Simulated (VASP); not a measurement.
An input for Quantum ESPRESSO's pw.x (written as the equivalent of a VASP run, and not itself run):

```
&CONTROL
  calculation = 'scf'
  pseudo_dir = './pseudo'
  outdir = './out'
  tprnfor = .true.
  tstress = .true.
/
&SYSTEM
  ibrav = 0
  nat = 8
  ntyp = 2
  ecutwfc = 84
  occupations = 'smearing'
  smearing = 'methfessel-paxton'
  degauss = 0.01999
  input_dft = 'pbe'
/
&ELECTRONS
  conv_thr = 7.3e-08
  electron_maxstep = 100
/
ATOMIC_SPECIES
  Mg 24.305 Mg.upf
  Te 127.600 Te.upf
CELL_PARAMETERS angstrom
     4.5271540    0.0000000    0.0000000
    -2.2635770    3.9206300    0.0000000
     0.0000000    0.0000000   14.8207410
ATOMIC_POSITIONS crystal
  Mg   0.0245520  0.0182240 -0.0035520
  Mg   0.0150300  0.0149560  0.4991040
  Mg   0.6797690  0.3412750  0.7511920
  Mg   0.3117150  0.6763970  0.2529020
  Te  -0.0207100 -0.0076740  0.8133250
  Te  -0.0130180 -0.0124000  0.3166180
  Te   0.6528880  0.2936630  0.5617430
  Te   0.3497740  0.6755590  0.0599280
K_POINTS automatic
  4 4 1 0 0 0
```

Question: Write the VASP files for the same calculation (PBE).

Answer: This is not unique; one that fits is 
**INCAR**
```
SYSTEM = MgTe
PREC = Accurate
ENCUT = 300
EDIFF = 1E-6
NELM = 100
ALGO = Normal
LREAL = .FALSE.
LASPH = .TRUE.
ISMEAR = 1
SIGMA = 0.272
GGA = PE
LMAXMIX = 4
LWAVE = .FALSE.
LCHARG = .FALSE.
ISIF = 2
```

POSCAR:
```
MgTe
1
    4.5271540000     0.0000000000     0.0000000000
   -2.2635770000     3.9206300000     0.0000000000
    0.0000000000     0.0000000000    14.8207410000
Mg Te
4 4
Direct
  0.0245520000   0.0182240000  -0.0035520000
  0.0150300000   0.0149560000   0.4991040000
  0.6797690000   0.3412750000   0.7511920000
  0.3117150000   0.6763970000   0.2529020000
 -0.0207100000  -0.0076740000   0.8133250000
 -0.0130180000  -0.0124000000   0.3166180000
  0.6528880000   0.2936630000   0.5617430000
  0.3497740000   0.6755590000   0.0599280000
```

KPOINTS:
```
K-points
0
G
  4 4 1
```

POTCAR, in this order: Mg Te (PBE.64 set). Program: vasp_std.

What does not carry over: the potentials are each code's own (VASP's PAW set, PseudoDojo norm-conserving files in pw.x), so ENCUT and ecutwfc are chosen apart and not converted; conv_thr bounds pw.x's estimated SCF error, while EDIFF bounds the energy change between steps.

The structure was generated: MgTe was put into an ordered model structure, which need not be its known phase. The cell was not relaxed at this level. The k-mesh is coarse (spacing up to 0.42 per Å, 2π included), so the numbers may not be converged in it.
